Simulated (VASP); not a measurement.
Input:

```
CELL_PARAMETERS angstrom
      0.00000     2.51008     2.51008
      2.51008     0.00000     2.51008
      2.51008     2.51008     0.00000
ATOMIC_POSITIONS crystal
  Hf 0.00000 0.00000 0.00000
  O  0.25000 0.25000 0.25000
  O  0.75000 0.75000 0.75000
```

All values below come from PBEsol GGA, VASP's PBE PAW potentials (set 64) (plane waves; VASP). Run with 520 eV cut-off, 8×8×8 Γ-centred mesh, Gaussian smearing of 0.010 eV, potentials Hf_pv O.

Q: Give the electronic dielectric tensor ε∞ (DFPT, local fields included).

A: 
```
5.31  0.00  0.00
0.00  5.31  0.00
0.00  0.00  5.31
```

Q: Give the Born effective charges.

A: 
```
atom   Z*xx   Z*yy   Z*zz   mean
----  -----  -----  -----  -----
Hf1    5.53   5.53   5.53   5.53
O2    -2.76  -2.76  -2.76  -2.76
O3    -2.76  -2.76  -2.76  -2.76
```

Q: And the static tensor with the ions free?

A: 
```
33.9  0.00  0.00
0.00  33.9  0.00
0.00  0.00  33.9
```

Q: Which frequencies do the optical Γ-point modes have (no LO-TO splitting)?

A: 247 (×3), 590 (×3) cm⁻¹.

The structure comes from a measured HfO2 entry (Fm-3m) of the Crystallography Open Database, whose conditions weren't checked. It was relaxed first, which changed the volume by -5 %.
